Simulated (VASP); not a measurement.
# Si: energy against volume

Si (diamond, Fd-3m, 20.119 Å³/atom and stress up to 0.01 GPa in the relaxed cell, cube axes along x, y and z) under an equal strain ε along all three axes. r2SCAN in VASP (plane waves, PAW), 480 eV, 10×10×10 Γ-centred mesh, Gaussian smearing 0.05 eV; ions are relaxed, or left where forces stay under 0.02 eV/Å, within the symmetry of each cell.

Here V stands for volume and E for E less E0.

| volume (Å³/atom) | E less E0 (meV/atom) | pressure (GPa) |
|---|---|---|
| 18.9362 | 23.58 | 6.72 |
| 19.2275 | 13.07 | 4.88 |
| 19.5218 | 5.73 | 3.15 |
| 19.8191 | 1.42 | 1.52 |
| 20.1193 | 0.00 | 0.01 |
| 20.4226 | 1.34 | -1.41 |
| 20.7290 | 5.30 | -2.72 |
| 21.0384 | 11.76 | -3.95 |
| 21.3508 | 20.59 | -5.10 |
| 21.9849 | ? | ? |

The 9 complete rows are fitted with the third-order Birch-Murnaghan form, a cubic in V^(-2/3), E against V. With u = V^(-2/3) - 0.135, the rows have u = 0.005757, 0.004332, 0.002928, 0.001545, 0.000184, -0.001158, -0.002480, -0.003783, -0.005066. Least squares gives E = 0.028 - 262.3·u + 752667·u² + 623059·u³. Residuals (row less fit): -0.003, 0.003, 0.002, -0.002, -0.005, 0.000, 0.002, 0.002, -0.003; standard error 0.003 (degrees of freedom: 5). Its minimum lies at u = 0.000174, so V0 = (0.135174)^(-3/2) = 20.12. There d²E/du² = 1506000 and d³E/du³ = 3738000, so B0 = (4/9) × 20.12^(-7/3) × 1506000 × 0.160218 = 97.4 GPa (the last factor turns the table's units into GPa), and B0' = 4 + (2/3) × 0.135174 × (3738000)/1506000 = 4.2. B0' rests on the cubic coefficient alone and has a standard error of 0.1 from these residuals.

Question: Estimate the missing E (V = 21.9849); what did the run itself give?

Answer: u = -0.007576, so E = 0.028 - 262.3 × (-0.007576) + 752667 × (-0.007576)² + 623059 × (-0.007576)³ = 44.944 meV/atom. The calculation gives 44.91 meV/atom, 0.034 meV/atom below the prediction (0.1 % of the range of E in the table). The row lies outside the fitted rows, so this is an extrapolation. The scatter of the fitted rows lies at the last printed digit.

Other structures, which can take over under pressure, weren't tried. The same form fitted to the pressure column gives B0' = 4.2; series where the two differ by over 0.4 aren't shown. Rows are the converged runs of the series near zero and its far end, less any whose ions stayed unrelaxed beside relaxed ones; series whose fitted rows scatter by over a few per cent of the range, as at a crossing or softening among them, aren't shown in this form.
